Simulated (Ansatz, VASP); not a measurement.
Ir3Rh: VASP beside Ansatz

The input INCAR:

```
  ALGO = Normal
  EDIFF = 1E-7
  ENCUT = 520
  ISIF = 2
  ISMEAR = 1
  LASPH = T
  LCHARG = T
  LELF = T
  LREAL = F
  LVHAR = T
  LWAVE = F
  NBANDS = 29
  NELM = 100
  PREC = Accurate
  SIGMA = 0.1
```

File KPOINTS:

```
k-points
0
Gamma
  4 4 4
```

File POSCAR:

```
Ir3Rh
1.0
    3.8403360000      0.0000000000      0.0000000000
    0.0000000000      3.8403360000      0.0000000000
    0.0000000000      0.0000000000      3.8403360000
Ir Rh
3 1
Direct
    0.5000000000      0.0000000000      0.5000000000
    0.0000000000      0.5000000000      0.5000000000
    0.5000000000      0.5000000000      0.0000000000
    0.0000000000      0.0000000000      0.0000000000
```

Input for Ansatz:

```yaml
crystal:
  lattice:
    - [3.840336, 0.0, 0.0]
    - [0.0, 3.840336, 0.0]
    - [0.0, 0.0, 3.840336]
  atoms:
    - { symbol: Ir, position: [0.5, 0.0, 0.5] }
    - { symbol: Ir, position: [0.0, 0.5, 0.5] }
    - { symbol: Ir, position: [0.5, 0.5, 0.0] }
    - { symbol: Rh, position: [0.0, 0.0, 0.0] }
kpoints:
  mp_grid: { grid: [4, 4, 4] }
hamiltonian:
  xc: lda
scf:
  n_extra_bands: 8
  self_checks: high
  mixing: { algorithm: msr1, preconditioner: resta }
  occupations: { method: cold }
output:
  populations: true
  stress: true
```

Alike in both runs: task single point; functional LDA; k mesh 4 × 4 × 4; no spin polarisation.

|  | VASP | Ansatz |
| --- | --- | --- |
| version | VASP 6.6.1 | Ansatz 0.2.0 |
| potentials or method | VASP PAW LDA potentials, release 64 (Ir, Rh_pv) | plane waves, PAW |
| plane-wave cutoff (eV) | 520 | 420 |
| occupations | methfessel-paxton of order 1, width 0.1 eV | cold |
| valence electrons in the cell | 42 | 68 |

|  | VASP | Ansatz | Ansatz less VASP |
| --- | --- | --- | --- |
| gap on the k mesh at the Fermi level (eV) | none | none | - |
| pressure (GPa) | -8.9 | -10.8 | -1.81 |

A gap of «none» marks a metal or a gap that the smearing closes. The two sets of potentials don't hold the same shells in valence.

Caveats: the k mesh is coarse (spacing up to 0.41 Å⁻¹), so the values aren't converged. Spin-orbit coupling is left out, which matters for the levels of Ir.
